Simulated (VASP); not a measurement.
## Ga$_{4}$As$_{2}$P$_{2}$ (ordered alloy cell): computed properties

Method: PBEsol GGA, VASP's PBE PAW potentials (set 64) (plane waves; VASP).

```yaml
space_group: P-4m2 (115)
cell: a = 3.9217 Å, b = 3.9217 Å, c = 5.5437 Å, α = 90.00°, β = 90.00°, γ = 90.00°
volume_per_atom: 21.32 Å^3/atom
band gap (on the k-mesh): 1.05 eV
smallest direct gap (on the k-mesh): 1.05 eV
band_edge_character: direct, Γ to Γ
density: 4.78 g/cm³
```

```cif
data_As2Ga4P2
_chemical_formula_sum 'Ga4 P2 As2'
_space_group_name_H-M_alt 'P 1'
_space_group_IT_number 1
_cell_length_a 5.54613
_cell_length_b 5.54613
_cell_length_c 5.54369
_cell_angle_alpha 90.000
_cell_angle_beta 90.000
_cell_angle_gamma 90.000
loop_
_space_group_symop_operation_xyz
  'x, y, z'
loop_
_atom_site_label
_atom_site_type_symbol
_atom_site_fract_x
_atom_site_fract_y
_atom_site_fract_z
_atom_site_occupancy
Ga1 Ga 0.00000 0.00000 0.00889 1
Ga2 Ga 0.50000 0.50000 0.00889 1
Ga3 Ga 0.50000 0.00000 0.49111 1
Ga4 Ga 0.00000 0.50000 0.49111 1
P1 P 0.25000 0.25000 0.25000 1
P2 P 0.75000 0.75000 0.25000 1
As1 As 0.75000 0.25000 0.75000 1
As2 As 0.25000 0.75000 0.75000 1
```

The structure was generated: Ga4As2P2 was put into an ordered model structure (P-4m2), which need not be its known phase. It was relaxed first. Symmetry was kept, so distortions that lower it aren't found.
